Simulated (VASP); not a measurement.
Input:

```
CELL_PARAMETERS angstrom
      1.67814     0.96888     8.85163
     -1.67814     0.96888     8.85163
      0.00000    -1.93775     8.85163
ATOMIC_POSITIONS crystal
  In 0.00000 0.00000 0.00000
  Ga 0.78290 0.78290 0.78290
  Zn 0.21710 0.21710 0.21710
  O  0.87180 0.87180 0.87180
  O  0.12820 0.12820 0.12820
  O  0.70720 0.70720 0.70720
  O  0.29280 0.29280 0.29280
```

Method: PBE GGA, VASP's PBE PAW potentials (set 64) (plane waves; VASP 6.6.1). Settings: 400 eV cut-off, 7×7×7 Γ-centred mesh, Fermi-Dirac smearing of 0.10 eV, potentials In_d Ga_d Zn O.

At this cut-off the stress carries a Pulay error, which pulls relaxed volumes low.

### Question
Give the force on each atom (eV/Å).

### Answer

```json
[
 {"atom": "In1", "Fx": "0.000", "Fy": "0.000", "Fz": "-1.416"},
 {"atom": "Ga2", "Fx": "0.000", "Fy": "0.000", "Fz": "0.830"},
 {"atom": "Zn3", "Fx": "0.000", "Fy": "0.000", "Fz": "0.351"},
 {"atom": "O4", "Fx": "0.000", "Fy": "0.000", "Fz": "-1.551"},
 {"atom": "O5", "Fx": "0.000", "Fy": "0.000", "Fz": "-1.157"},
 {"atom": "O6", "Fx": "0.000", "Fy": "0.000", "Fz": "1.733"},
 {"atom": "O7", "Fx": "0.000", "Fy": "0.000", "Fz": "1.210"}
]
```

### Question
Give the stress tensor in GPa (positive for a compressed cell).

### Answer

```
-3.96   0.00   0.00
 0.00  -3.96   0.00
 0.00   0.00  -8.39
```
The pressure is its mean diagonal, -5.43 GPa.

The structure was generated: ZnInGaO4 was put into an ordered model structure, which need not be its known phase. The cell was not relaxed at this level. The k-mesh is coarse (spacing up to 0.31 per Å, 2π included), so the numbers may not be converged in it.
